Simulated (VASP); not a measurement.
The system is Ti.

```xyz
2
Lattice="2.9500 0.0000 0.0000 -1.4750 2.5548 0.0000 0.0000 0.0000 4.6800" Properties=species:S:1:pos:R:3 pbc="T T T"
Ti    0.0000    1.7032    1.1700
Ti    1.4750    0.8516    3.5100
```

```yaml
Program: VASP 6.6.1
Task: relaxation of cell and atoms
Functional: PBE
Dispersion: D3(BJ)
Potentials_or_basis: VASP PAW PBE potentials, release 64 (Ti_sv)
Cutoff: 600 eV
k_mesh: 15 × 15 × 8
Occupations: methfessel-paxton, width 0.1 eV
Spin: no spin polarisation
```

At the start: pressure -7.4 GPa; volume 17.64 Å³/atom.

Problem. Where does the relaxation end?

Solution. Over 10 steps the energy falls by 28.7 meV/atom and the volume is 16.45 Å³/atom (-6.7 %); space group P6_3/mmc (No. 194, to 0.05 Å).

The path:
```
step  energy change (eV)  largest force (eV/Å)  pressure (GPa)  volume (Å³)
   1              0.0000                0.0000           -7.36        35.27
   2             -0.0258                0.0000            6.49        31.29
   3             -0.0574                0.0000           -0.05        32.91
   4             -0.0574                0.0000            0.11        32.87
   5             -0.0574                0.0000           -0.01        32.92
   6             -0.0574                0.0000           -0.13        32.94
   7             -0.0574                0.0000           -0.20        32.94
   8             -0.0574                0.0000           -0.19        32.93
   9             -0.0574                0.0000           -0.08        32.92
  10             -0.0574                0.0000            0.01        32.90
```

Final structure:
```
CELL_PARAMETERS angstrom
2.88589 0.00000 0.00000
-1.44294 2.49925 0.00000
0.00000 0.00000 4.56091
ATOMIC_POSITIONS crystal
Ti 0.33333 0.66667 0.25000
Ti 0.66667 0.33333 0.75000
```

Caveat: pairwise dispersion overbinds metals, which lowers pressure and volume.
